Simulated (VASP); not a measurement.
A VASP calculation is set up with these files.

### KPOINTS
```
Automatic mesh
0
Gamma
8 8 8
0 0 0
```

**POSCAR**
```
Sr
1
    0.0000000000     3.0400000000     3.0400000000
    3.0400000000     0.0000000000     3.0400000000
    3.0400000000     3.0400000000     0.0000000000
Sr
1
Direct
  0.0000000000   0.0000000000   0.0000000000
```

**INCAR**
```
SYSTEM = Sr
PREC = Accurate
ENCUT = 400
EDIFF = 1E-6
NELM = 60
ALGO = Normal
LREAL = .FALSE.
LASPH = .TRUE.
ISMEAR = 1
SIGMA = 0.1
GGA = PE
LMAXMIX = 4
LWAVE = .FALSE.
LCHARG = .FALSE.
ISIF = 2
IMIX = 1
AMIX = 1.9
BMIX = 0.0001
```

POTCAR, in this order: Sr_sv (PBE.64 set). Program: vasp_std.

Output of the run:

### standard output
```
 POSCAR found type information on POSCAR Sr
 POSCAR found :  1 types and       1 ions
 Reading from existing POTCAR
 Reading from existing POTCAR
 LDA part: xc-table for (Slater+PW92), standard interpolation
 POSCAR, INCAR and KPOINTS ok, starting setup
 WAVECAR not read
 entering main loop
       N       E                     dE             d eps       ncg     rms          rms(c)
DAV:   1     0.311547868282E+02    0.31155E+02   -0.43088E+03   522   0.772E+02
DAV:   2    -0.341622616407E+00   -0.31496E+02   -0.31328E+02   596   0.148E+02
DAV:   3    -0.160297110182E+01   -0.12613E+01   -0.12255E+01   763   0.242E+01
DAV:   4    -0.163848619585E+01   -0.35515E-01   -0.35497E-01   760   0.384E+00
DAV:   5    -0.163883839138E+01   -0.35220E-03   -0.35203E-03   821   0.296E-01    0.108E+01
DAV:   6    -0.165390342400E+01   -0.15065E-01   -0.13719E-01   679   0.473E+00    0.110E+01
DAV:   7    -0.166350186775E+01   -0.95984E-02   -0.13648E-01   710   0.459E+00    0.111E+01
DAV:   8    -0.167584212474E+01   -0.12340E-01   -0.17174E-01   880   0.437E+00    0.113E+01
DAV:   9    -0.169978303422E+01   -0.23941E-01   -0.31651E-01   753   0.480E+00    0.116E+01
DAV:  10    -0.174698411622E+01   -0.47201E-01   -0.61318E-01   745   0.564E+00    0.120E+01
DAV:  11    -0.189036388786E+01   -0.14338E+00   -0.16421E+00   691   0.871E+00    0.120E+01
DAV:  12    -0.227563751003E+01   -0.38527E+00   -0.44822E+00   560   0.150E+01    0.100E+01
DAV:  13    -0.365896295491E+01   -0.13833E+01   -0.15244E+01   579   0.291E+01    0.132E+01
DAV:  14    -0.889976528522E+01   -0.52408E+01   -0.56828E+01   551   0.577E+01    0.359E+01
DAV:  15    -0.342056695136E+02   -0.25306E+02   -0.27142E+02   603   0.113E+02    0.861E+01
DAV:  16    -0.190441429502E+03   -0.15624E+03   -0.16538E+03   784   0.316E+02    0.141E+03
DAV:  17    -0.844167991055E+03   -0.65373E+03   -0.67953E+03   788   0.541E+02    0.283E+03
DAV:  18    -0.296029389226E+04   -0.21161E+04   -0.22346E+04   797   0.459E+02    0.640E+03
DAV:  19    -0.562340882022E+04   -0.26631E+04   -0.29985E+04   640   0.187E+03    0.961E+03
DAV:  20    -0.913737916188E+04   -0.35140E+04   -0.43499E+04   927   0.596E+02    0.189E+04

 -----------------------------------------------------------------------------
|                                                                             |
|     EEEEEEE  RRRRRR   RRRRRR   OOOOOOO  RRRRRR      ###     ###     ###     |
|     E        R     R  R     R  O     O  R     R     ###     ###     ###     |
|     E        R     R  R     R  O     O  R     R     ###     ###     ###     |
|     EEEEE    RRRRRR   RRRRRR   O     O  RRRRRR       #       #       #      |
|     E        R   R    R   R    O     O  R   R                               |
|     E        R    R   R    R   O     O  R    R      ###     ###     ###     |
|     EEEEEEE  R     R  R     R  OOOOOOO  R     R     ###     ###     ###     |
|                                                                             |
|     ERROR FEXCP: supplied Exchange-correletion table                        |
|      is too small, maximal index : 4595                                     |
|                                                                             |
|       ---->  I REFUSE TO CONTINUE WITH THIS SICK JOB ... BYE!!! <----       |
|                                                                             |
 -----------------------------------------------------------------------------
```

Q: From input and log, find the fault in this run and mend it.

A: The cause: simple mixing (IMIX = 1) with AMIX above 1 overshoots. VASP stops with an error: ERROR FEXCP: supplied Exchange-correletion table is too small, maximal index : 4595 ----> I REFUSE TO CONTINUE WITH THIS SICK JOB ... BYE!!! <---- To mend it, remove IMIX, remove AMIX, remove BMIX.

The mended run (PBE GGA, plane waves, VASP's PBE PAW potentials (set 64)) converges, and its OSZICAR ends with
```
   1 F= -.16400127E+01 E0= -.16401890E+01  d E =0.529161E-03
```

The compound is Sr in the fcc structure. The cell was not relaxed at this level.
